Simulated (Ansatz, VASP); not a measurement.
# AgC: VASP beside Ansatz

Aim: how closely do two programs agree when they are given the same cell, functional and k mesh? The cell is generated by rule, not measured, and may not be a known phase. Of the first pair: The two relaxations start from unlike cells of this crystal (the structure described is Ansatz's start), so only their ends are compared.

Method: plane waves, with VASP 6.6.1 beside it; relaxation of cell and atoms at PBEsol, in Ansatz 0.2.0.

**1. The structure**

It takes space group P4mm (No. 99, tetragonal). The conventional cell has a = 3.414 Å, b = 3.414 Å, c = 3.235 Å, α = 90.00°, β = 90.00°, γ = 90.00°. Nearest to Ag lie 4 C at 2.42 Å. Nearest to C lie 4 Ag at 2.42 Å. Farther neighbours are not listed.

**2. VASP: relaxation of cell and atoms, PBEsol, pair 1**

The relaxed volume is the usual yardstick between codes: in a stiff, nearly cubic crystal its relative difference is about their pressure difference at one cell divided by the bulk modulus.

Lines of VASP's logs that name or quote its potential files are left out, and so is its time.

File INCAR:

```
SYSTEM = AgC
PREC = Accurate
ENCUT = 600
EDIFF = 1E-07
NELM = 120
ISMEAR = 0
SIGMA = 0.1
LREAL = .FALSE.
ALGO = Normal
GGA = PS
NBANDS = 13
LASPH = .TRUE.
LORBIT = 11
LWAVE = .FALSE.
LCHARG = .FALSE.
ISIF = 3
IBRION = 2
NSW = 80
EDIFFG = -0.005
GGA_COMPAT = .FALSE.
NELMIN = 4
KPAR = 2
```

File POSCAR:

```
AgC
1.0
    3.0982255027      0.0000000000      0.0000000000
    0.0000000000      3.0982255027      0.0000000000
    0.0000000000      0.0000000000      2.6000669514
Ag C
1 1
Direct
    0.0000000000      0.0000000000      0.1451684050
    0.5000000000      0.5000000000      0.1448313786
```

File KPOINTS:

```
Automatic mesh
0
Gamma
6 6 6
0 0 0
```

The projector-augmented-wave data sets are Ag and C (PBE family, release 64).

Run with:

```
$ mpirun -np 2 vasp_std
```

Numbers of over 12 decimals in the logs are rounded to 6 here.

What it wrote:

```text
[banner, memory and clock lines left out]
running    2 mpi-ranks, on    1 nodes
 distrk:  each k-point on    1 cores,    2 groups
 distr:  one band on    1 cores,    1 groups

 POSCAR found type information on POSCAR AgC
 POSCAR found :  2 types and       2 ions
|                                                                             |
|               ----> ADVICE to this user running VASP <----                  |
|                                                                             |
|     You enforced a specific xc type in the INCAR file but a different       |
|     [... a line on the potential file left out ...]
|     I HOPE YOU KNOW WHAT YOU ARE DOING!                                     |
|                                                                             |

 LDA part: xc-table for (Slater+PW92), standard interpolation
 POSCAR, INCAR and KPOINTS ok, starting setup
 FFT: planning ... GRIDC
 FFT: planning ... GRID_SOFT
 FFT: planning ... GRID
 WAVECAR not read
 entering main loop
       N       E                     dE             d eps       ncg     rms          rms(c)
DAV:   1     0.707423574849E+02    0.70742E+02   -0.78254E+03  1048   0.119E+03
DAV:   2    -0.841253121624E+01   -0.79155E+02   -0.73292E+02  1195   0.241E+02
DAV:   3    -0.105461633823E+02   -0.21336E+01   -0.21117E+01  1225   0.396E+01
DAV:   4    -0.105551424601E+02   -0.89791E-02   -0.89780E-02  1170   0.302E+00
DAV:   5    -0.105551954805E+02   -0.53020E-04   -0.53019E-04  1245   0.233E-01    0.135E+01
DAV:   6    -0.910079234496E+01    0.14544E+01   -0.14253E+01  1245   0.463E+01    0.135E+01
DAV:   7    -0.850512505482E+01    0.59567E+00   -0.15409E+00  1118   0.165E+01    0.520E+00
DAV:   8    -0.848146501302E+01    0.23660E-01   -0.16065E-01  1130   0.408E+00    0.143E+00
DAV:   9    -0.847510625571E+01    0.63588E-02   -0.16467E-02  1095   0.145E+00    0.325E-01
DAV:  10    -0.847428459211E+01    0.82166E-03   -0.20130E-03  1175   0.417E-01    0.101E-01
DAV:  11    -0.847427572326E+01    0.88688E-05   -0.28096E-04  1200   0.134E-01    0.223E-02
DAV:  12    -0.847427698666E+01   -0.12634E-05   -0.13047E-05  1226   0.453E-02    0.890E-03
DAV:  13    -0.847427631855E+01    0.66812E-06   -0.24069E-06  1140   0.190E-02    0.222E-03
DAV:  14    -0.847427623593E+01    0.82614E-07   -0.20515E-07   994   0.460E-03
   1 F= -.84742762E+01 E0= -.84708312E+01  d E =-.847428E+01
 curvature:   0.00 expect dE= 0.000E+00 dE for cont linesearch  0.000E+00
 trial: gam= 0.00000 g(F)=  0.239E-07 g(S)=  0.907E-05 ort = 0.000E+00 (trialstep = 0.100E+01)
 search vector abs. value=  0.909E-05
 bond charge predicted
       N       E                     dE             d eps       ncg     rms          rms(c)
DAV:   1    -0.847438198388E+01   -0.10567E-03   -0.14685E-03  1105   0.456E-01    0.677E-02
DAV:   2    -0.847428803144E+01    0.93952E-04   -0.38501E-04  1150   0.259E-01    0.387E-02
DAV:   3    -0.847427842057E+01    0.96109E-05   -0.16606E-05  1144   0.504E-02    0.170E-02
DAV:   4    -0.847427725413E+01    0.11664E-05   -0.53942E-06  1170   0.221E-02    0.791E-03
DAV:   5    -0.847427756161E+01   -0.30748E-06   -0.56715E-07  1155   0.649E-03    0.113E-03
DAV:   6    -0.847427755080E+01    0.10810E-07   -0.58638E-08   594   0.227E-03
   2 F= -.84742776E+01 E0= -.84708292E+01  d E =-.131487E-05
 trial-energy change:   -0.000001  1 .order   -0.000002   -0.000009    0.000005
 step:   0.5744(harm=  0.6243)  dis= 0.00001  next Energy=    -8.474279 (dE=-0.252E-05)
 bond charge predicted
       N       E                     dE             d eps       ncg     rms          rms(c)
DAV:   1    -0.847429794596E+01   -0.20384E-04   -0.26844E-04  1105   0.195E-01    0.289E-02
DAV:   2    -0.847428154145E+01    0.16405E-04   -0.69800E-05  1145   0.110E-01    0.165E-02
DAV:   3    -0.847427935354E+01    0.21879E-05   -0.29908E-06  1139   0.214E-02    0.725E-03
DAV:   4    -0.847427884701E+01    0.50653E-06   -0.98161E-07  1180   0.945E-03    0.338E-03
DAV:   5    -0.847427869685E+01    0.15016E-06   -0.96340E-08   708   0.276E-03    0.445E-04
DAV:   6    -0.847427868265E+01    0.14199E-07   -0.11141E-08   530   0.103E-03
   3 F= -.84742787E+01 E0= -.84708318E+01  d E =-.244672E-05
 curvature:  -0.31 expect dE=-0.275E-06 dE for cont linesearch -0.208E-09
 trial: gam= 0.10734 g(F)=  0.239E-07 g(S)=  0.873E-06 ort =-0.785E-07 (trialstep = 0.915E+00)
 search vector abs. value=  0.985E-06
 reached required accuracy - stopping structural energy minimisation
```

Parts of OUTCAR (step 2):

```text
ion  position               nearest neighbor table
   1  0.000  0.000  0.145-   2 2.19   2 2.19   2 2.19   2 2.19
   2  0.500  0.500  0.145-   1 2.19   1 2.19   1 2.19   1 2.19

  LATTYP: Found a simple tetragonal cell.
 ALAT       =     3.0982255027
 C/A-ratio  =     0.8392116549

 Subroutine GETGRP returns: Found  8 space group operations
 (whereof  8 operations were pure point group operations)

The static configuration has the point symmetry C_4v.

 Found     40 irreducible k-points:

   k-points           NKPTS =     40   k-points in BZ     NKDIM =     40   number of bands    NBANDS=     13

   dimension x,y,z NGX =    28 NGY =   28 NGZ =   24
   dimension x,y,z NGXF=    56 NGYF=   56 NGZF=   48

   ENCUT  =  600.0 eV  44.10 Ry    6.64 a.u.   6.19  6.19  5.19*2*pi/ulx,y,z

   NELECT =      15.0000    total number of electrons

 k-points in reciprocal lattice and weights: Automatic mesh
   0.00000000  0.00000000  0.00000000       0.005
   0.16666667  0.00000000  0.00000000       0.019
   0.33333333  0.00000000  0.00000000       0.019
   0.50000000  0.00000000  0.00000000       0.009
   0.16666667  0.16666667  0.00000000       0.019
   0.33333333  0.16666667  0.00000000       0.037
   0.50000000  0.16666667  0.00000000       0.019
   0.33333333  0.33333333  0.00000000       0.019
   0.50000000  0.33333333  0.00000000       0.019
[...]
0.50000000  0.33333333  0.50000000       0.019
   0.50000000  0.50000000  0.50000000       0.005

 average (electrostatic) potential at core
       1 -72.4044       2 -48.2810

 E-fermi :   7.4848

 k-point     1 :       0.0000    0.0000    0.0000
  band No.  band energies     occupation
    ...
      4       2.4750      2.00000
      5       3.5692      2.00000
      6       3.5692      2.00000
      7       6.7334      2.00000
      8       6.7334      2.00000
      9      10.2743      0.00000
     10      11.9446      0.00000
     11      20.0518      0.00000
     12      22.7532      0.00000
     13      22.7532      0.00000

 k-point     2 :       0.1667    0.0000    0.0000
  band No.  band energies     occupation
    ...
      3       1.1216      2.00000
      4       1.8120      2.00000
      5       3.4218      2.00000
      6       3.5799      2.00000
      7       5.5406      2.00000
      8       7.8926      0.00000
      9      10.5478      0.00000
     10      13.2093      0.00000
     11      18.7512      0.00000
     12      22.0883      0.00000
    ...

 k-point     3 :       0.3333    0.0000    0.0000
  band No.  band energies     occupation
    ...
      3       0.7308      2.00000
      4       0.9239      2.00000
      5       3.1505      2.00000
      6       3.6013      2.00000
      7       4.3414      2.00000
      8      10.0258      0.00000
      9      11.0950      0.00000
     10      14.5570      0.00000
     11      17.3010      0.00000
     12      20.3493      0.00000
    ...

  Total        0.0033273      0.0033273     -0.0037509      0.0000000      0.0000000      0.0000000
  in kB        0.2136898      0.2136898     -0.2408989      0.0000000      0.0000000      0.0000000
  external PRESSURE =       0.0621603 kB  Pullay stress =       0.0000000 kB

  energy-cutoff  :      600.00
  volume of cell :       24.95
      direct lattice vectors                 reciprocal lattice vectors
     3.097842163  0.000000000 -0.000000000     0.322805342  0.000000000  0.000000000
     0.000000000  3.097842163  0.000000000     0.000000000  0.322805342  0.000000000
    -0.000000000  0.000000000  2.599536962     0.000000000  0.000000000  0.384683893

 POSITION                                       TOTAL-FORCE (eV/Angst)
 -----------------------------------------------------------------------------------
     -0.00000      0.00000      0.37736         0.000000     -0.000000     -0.000497
      1.54892      1.54892      0.37651        -0.000000      0.000000      0.000497
 -----------------------------------------------------------------------------------
    total drift:                               -0.000000      0.000000     -0.000033

  FREE ENERGIE OF THE ION-ELECTRON SYSTEM (eV)
  ---------------------------------------------------
  free  energy   TOTEN  =        -8.4742786826 eV

  energy  without entropy=       -8.4673848433  energy(sigma->0) =       -8.47083176

 reached required accuracy - stopping structural energy minimisation

 total charge
# of ion       s       p       d       tot
------------------------------------------
    1        0.482   0.486   9.056  10.023
    2        0.939   1.201   0.000   2.140
--------------------------------------------------
tot          1.421   1.687   9.056  12.163

[... 3 further parts left out ...]
```

**3. Ansatz: relaxation of cell and atoms, PBEsol, pair 1**

Ansatz runs on its default PAW (the set named soft_2) files.

Its own start cell and the same functional, mesh and smearing now go to Ansatz, which takes its cutoff from its data sets.

File input.yaml:

```yaml
crystal:
  lattice:
    - [3.41423, 0.0, 0.0]
    - [0.0, 3.41423, 0.0]
    - [0.0, 0.0, 3.23463]
  atoms:
    - { symbol: Ag, position: [0.0, 0.0, 0.127415] }
    - { symbol: C, position: [0.5, 0.5, 0.162585] }
kpoints:
  mp_grid: { grid: [6, 6, 6] }
hamiltonian:
  xc: pbesol
scf:
  occupations: { method: gaussian, width: 0.1 }
output:
  forces: true
  stress: true
  eigenvalues: true
relax:
  adjacent_minimum: "off"
  f_tol: 0.05
  max_steps: 80
  cell: { stress_tol: 0.5 }
```

Run with:

```
$ ansatz run input.yaml --threads 4 --pin off --max-ram 8192MiB --backend cpu --events-out ev --progress --plain --runs-dir out
```

What it wrote:

```text
The last accepted step is kept in <dir> (removed where the run ends without a failure and the disk answers)
Engine: ansatz 0.2.0, aarch64-unknown-linux-gnu
Pseudopotentials: kind: paw
Pseudopotential: Ag, paw, valence charge 19, recommended cutoff 420 eV (normal), Ag.paw.azcp
Pseudopotential: C, paw, valence charge 4, recommended cutoff 420 eV (normal), C.paw.azcp
Functional definition: PBEsol
  exchange = pbesol_x
  correlation = pbesol_c
Crystal: 2 atoms, lattice volume = 37.706 Å³
Basis set: ecut = 420 eV, 727 PW (Γ), exchange–correlation on 48×48×48 points (8 copies of the dense FFT grid, shifted against one another)
Bands: 16, of which v1, the nominal top of the filled ones, is band 12 counted from 1 (11 counted from 0)
Symmetry: 8 space group operations
Space group: P4mm (ITA 99), of the structure as read, at distance tolerance 3.4e-5 Å
k-points: 40 of 216 (time reversal used)
Non-local potential: Ag, projectors of the file, l = 0: 3, l = 1: 2, l = 2: 2, l = 3: 1
Non-local potential: C, projectors of the file, l = 0: 2, l = 1: 2, l = 2: 1
PAW form: soft (Blöchl's): semilocal exchange-correlation on the pseudo side does not see the compensation charge
PAW frozen core: Ag, regenerated for the run's functional, and the local potential with it (the file was generated under x = pbe(κ = 0.804, μ = 0.219515), c = pbe(β = 0.066725))
PAW frozen core: C, regenerated for the run's functional, and the local potential with it (the file was generated under x = pbe(κ = 0.804, μ = 0.219515), c = pbe(β = 0.066725))
PAW one-centre angular grid: Ag, 590 points (default); XC on 64 Gauss nodes
PAW one-centre angular grid: C, 110 points (default); XC on 64 Gauss nodes
Initial density: superposition of atomic densities (neutral atoms: chi_scale 0, normalization atom), corrected by the library's trained network
Initial wavefunctions: pseudopotential atomic-orbital guess
Functional: x = pbesol(κ = 0.804, μ = 0.123457), c = pbesol(β = 0.046)
SCF iter   1: F=—  HF=-7763.425832 eV  |F-HF|=—  |Δ(HF+E_count)|=         —  Δρ=1.21e-2  dr2=6.54e-2  ethr=1.77e-3  ⟨swp⟩=5.0  Hψ=2823  notcnv=0
preconditioner: auto → LDOS  [metal: Δε(μ)=0.031 eV  Ē_g=9.687 eV  σ=0.100 eV  W_gap=0.17  n_scr=6 (ndim 8)  ℏωp=23.4 eV  f_vac=0.013  D(μ)=2.03/eV (n_scr^D=18)  β→1.0]
SCF iter   2: F=—  HF=-7763.412475 eV  |F-HF|=—  |Δ(HF+E_count)|=   1.34e-2  Δρ=7.99e-3  dr2=2.37e-2  ethr=2.84e-4  ⟨swp⟩=3.0  Hψ=1438  notcnv=0  defer=7
preconditioner: auto → none  [metal: Δε(μ)=0.039 eV  Ē_g=9.711 eV  σ=0.100 eV  W_gap=0.22  n_scr=6 (ndim 8)  ℏωp=23.4 eV  f_vac=0.010  D(μ)=2.08/eV (n_scr^D=18)  β→0.5]
SCF iter   3: F=—  HF=-7763.428189 eV  |F-HF|=—  |Δ(HF+E_count)|=   1.57e-2  Δρ=1.45e-2  dr2=1.08e-1  ethr=1.03e-4  ⟨swp⟩=2.0  Hψ=1224  notcnv=0  defer=7  recentre
SCF iter   4: F=—  HF=-7763.408245 eV  |F-HF|=—  |Δ(HF+E_count)|=   1.99e-2  Δρ=1.52e-3  dr2=5.39e-4  ethr=1.03e-4  ⟨swp⟩=2.2  Hψ=1390  notcnv=0  defer=4
SCF iter   5: F=—  HF=-7763.408297 eV  |F-HF|=—  |Δ(HF+E_count)|=   5.20e-5  Δρ=2.44e-4  dr2=1.59e-5  ethr=2.34e-6  ⟨swp⟩=2.4  Hψ=1082  notcnv=0  defer=4
SCF iter   6: F=—  HF=-7763.408305 eV  |F-HF|=—  |Δ(HF+E_count)|=   8.15e-6  Δρ=5.00e-5  dr2=7.48e-7  ethr=6.89e-8  ⟨swp⟩=2.5  Hψ=898  notcnv=0  defer=4
SCF iter   7: F=-7763.408305 eV  HF=-7763.408305 eV  |F-HF|=5.04e-8  |Δ(HF+E_count)|=   2.57e-7  Δρ=1.10e-5  dr2=5.94e-8  ethr=4.35e-10  ⟨swp⟩=5.7  Hψ=2757  notcnv=0
SCF 1 converged in 7 iterations: F = -7763.408305 eV  dr2 = 5.94e-8
  greatest PAW one-centre occupation: 1.001 electrons in one spin orbital (limit 2), on the Ag atom at site 0 (counted from 0), in its partial waves of l = 0
relax step   1: F+E_penalty+E_count = -7763.40830536 eV  Δ(F+E_penalty+E_count) = +0.000e0 eV  max|allowed force component| = 1.553e-3 eV/Å  Δτ_max = 0.0000 Å  P = -19.284 GPa  Ω = 37.706 Å³  (7 SCF iters, dr2 threshold 1.00e-7 eV, accepted)
[...]
relax step   7: F+E_penalty+E_count = -7764.45020611 eV  Δ(F+E_penalty+E_count) = -7.532e-3 eV  max|allowed force component| = 8.336e-3 eV/Å  Δτ_max = 0.0292 Å  P = -0.057 GPa  Ω = 25.148 Å³  energy of the carried Pulay correction = +1.240e-2 eV  (6 SCF iters, dr2 threshold 2.00e-7 eV, accepted)
[...]
relax step   8: F+E_penalty+E_count = -7764.45200171 eV  Δ(F+E_penalty+E_count) = -1.796e-3 eV  max|allowed force component| = 2.597e-3 eV/Å  Δτ_max = 0.0074 Å  P = -0.046 GPa  Ω = 24.999 Å³  energy of the carried Pulay correction = +1.252e-2 eV  (6 SCF iters, dr2 threshold 2.00e-7 eV, accepted)
[...]
relax step   9: F+E_penalty+E_count = -7764.45241825 eV  Δ(F+E_penalty+E_count) = -4.165e-4 eV  max|allowed force component| = 1.298e-3 eV/Å  Δτ_max = 0.0012 Å  P = +0.008 GPa  Ω = 25.040 Å³  energy of the carried Pulay correction = +1.249e-2 eV  (6 SCF iters, dr2 threshold 2.00e-7 eV, accepted)
[...]
relax step  10: F+E_penalty+E_count = -7764.44848351 eV  Δ(F+E_penalty+E_count) = +3.935e-3 eV  max|allowed force component| = 1.287e-3 eV/Å  Δτ_max = 0.0000 Å  P = -0.164 GPa  Ω = 25.040 Å³  stress off target by 3.83e-1 GPa  SCF on the basis re-selected at this cell (its energy is not comparable with the rows above)  (6 SCF iters)
basis re-selected at this cell: Δ(F+E_penalty+E_count) = +3.935e-3 eV, ΔP = -0.172 GPa vs the last step (what re-selecting the basis moved, of the pressure what is left beyond the Pulay correction that the steps carried, after the strain that the cell walked since its last selection, with what the two solves' SCF thresholds leave and, on support functions, any second-order correction that the steps lacked; it is no measure of the basis error at this ecutwfc). The dense FFT grid was sized anew with the basis: this SCF ran on 24×24×18 points, the steps before it on 24×24×24, so part of this shift can come from that change (see relax.cell in the input reference). [rest of the remark cut]
SCF converged after 6 iterations
Free energy (F): -7764.448484 eV
Harris-Foulkes:  -7764.448484 eV  (|F-HF|=9.09e-13)
Internal energy: -7764.441341 eV  (E = F + TS)
E sigma→0 (E₀):  -7764.444912 eV
Entropy (-TS):   -0.007142 eV (-3.571 meV/atom)
Fermi energy:    14.331677 eV
--- Per-component energies (eV) ---
  E_band       = -273.718278
  E_kinetic    = 605.964822
  E_local      = -2605.475076  (includes V_loc(G=0)·N_el)
  E_nonlocal   = 108.544385
  E_hartree    = 1160.515766
  E_xc         = -229.540873
  E_vxc        = -291.316220  (∫ρ·V_xc dr)
  E_paw        = -3926.302036  (= ΣΔE_a)
  E_vpaw       = -412.467975  (= ΣTr[D̂ρ^β])
  E_aug_tail   = 0.000309  (compensation charges beyond the density's cutoff)
  E_ewald      = -2878.492478
  E_core_change = 0.343840  (= ΣΔE_core)
  E_smearing   = -0.007142  (= −TS)
  E_closure    = -0.000000  (closes the sum)
  Σ components = -7764.448484   (vs F -7764.448484, Δ=0.00e0)
--- Forces (eV/Å), atoms counted from 1 ---
  atom   1  Ag    -0.00000000    -0.00000000     0.00128698
  atom   2  C     -0.00000000    -0.00000000    -0.00128714
  max |Σ_I F_I| component: 1.64e-7 eV/Å
--- Stress (GPa, compression-positive) ---
       -0.054324       0.000000      -0.000000
        0.000000      -0.054324       0.000000
       -0.000000       0.000000      -0.383296
  P = ⅓ Tr σ = -0.1640 GPa (-1.640 kbar)
--- Band table (eV; the first three rows and the last of 40) ---
  k-point 0: bands = [... 8 lower, 10.4395, 10.4395, 13.5829, 13.5829, 17.0629, 18.7778, 26.8632, 29.5363]
  k-point 1: bands = [... 8 lower, 9.9903, 9.9903, 13.9204, 13.9204, 15.3959, 19.0811, 27.0133, 29.9502]
  k-point 2: bands = [... 8 lower, 9.4017, 9.5028, 12.9182, 14.5181, 14.5181, 19.9263, 27.1168, 27.4586]
  k-point 39: bands = [... 8 lower, 11.0522, 12.2097, 12.2238, 12.2238, 13.5087, 20.2476, 24.0775, 24.7349]
--- Relaxed structure (9 steps of the walk, 9 accepted, 1 SCFs on fresh bases) ---
  F+E_penalty+E_count = -7764.44848351 eV   max|allowed force component| = 1.287e-3 eV/Å   (the final SCF, on the basis selected at the relaxed cell)
  cell:  # Å, volume = 25.0395 Å³
    - [3.098659, 0, -1.5481974536283297e-16]
    - [0, 3.098659, 0]
    - [-1.4667570519355181e-16, 0, 2.607825]
  atoms:
    - { symbol: Ag, position: [3.157892819950757e-18, 0, 0.144571] }
    - { symbol: C, position: [0.5, 0.5, 0.145429] }
```

**4. Side by side**

Known differences besides the potentials themselves: the data sets hold 23 valence electrons in Ansatz (on its default PAW (the set named soft_2) files) and 15 in VASP; the cutoff is 420 eV in Ansatz and 600 eV in VASP; Ansatz makes its cores anew for this functional, VASP keeps those of its PBE data sets; Ansatz adds a Pulay correction to the stress that steers its cell, VASP none. Total energies have different zeros and are not compared.

Both answers:

| quantity | Ansatz | VASP | difference |
| --- | --- | --- | --- |
| volume (Å³) | 25.04 | 24.95 | +0.37 % |
| edge a after relaxation, in the typed setting (Å) | 3.099 | 3.098 | +0.03 % |
| edge c after relaxation, in the typed setting (Å) | 2.608 | 2.599 | +0.32 % |

(Continued in part 2 of 2.)

[Lines on the potential files, build, host, timing and source positions are cut from VASP's logs without a mark.]

[Logs are printed without paths, hosts, clocks, repeated set-up lines and the standing remarks that a program may print on its own settings, such as how far it seeks lower states.]

[Hosts, paths, dates, database ids (printed as entryN), source tags and the programs' standing remarks are cut or masked in the printed files.]
